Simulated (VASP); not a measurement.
```xyz
2
Lattice="1.2461 -2.1584 0.0000 1.2461 2.1584 0.0000 0.0000 0.0000 4.0283" Properties=species:S:1:pos:R:3 pbc="T T T"
Co     1.2461     0.7195     1.0071
Co     1.2461    -0.7195     3.0212
```
Starting moments (μB, in the order of the record's atoms Co Co): 1.6 1.6.

These are PBE GGA, VASP's PBE PAW potentials (set 64) (plane waves; VASP) values and carry that method's errors. Numerical set-up: 480 eV cut-off, 15×15×8 Γ-centred mesh, first-order Methfessel-Paxton smearing of 0.10 eV, potentials Co.

Question: What does the run give for the cell moment, energy per atom (σ→0), band gap (on the k-mesh) with the smallest direct gap where there is one?

Answer: 
```yaml
band gap (on the k-mesh): none (metal, semimetal or under 0.01 eV)
cell_moment: 3.25 μB
energy per atom (σ→0): -7.037 eV/atom
```

Question: Give the moment on each site (PAW-sphere projection).

Answer: 
```tsv
site	moment (μB)
Co1	1.64
Co2	1.64
```

The absolute energy has meaning only against runs of the same code, potentials and settings.

The compound is Co in the hcp structure. It was relaxed first. The start is the result of an earlier pass. The spin order is the one that the start imposed; others were not tried in this run.
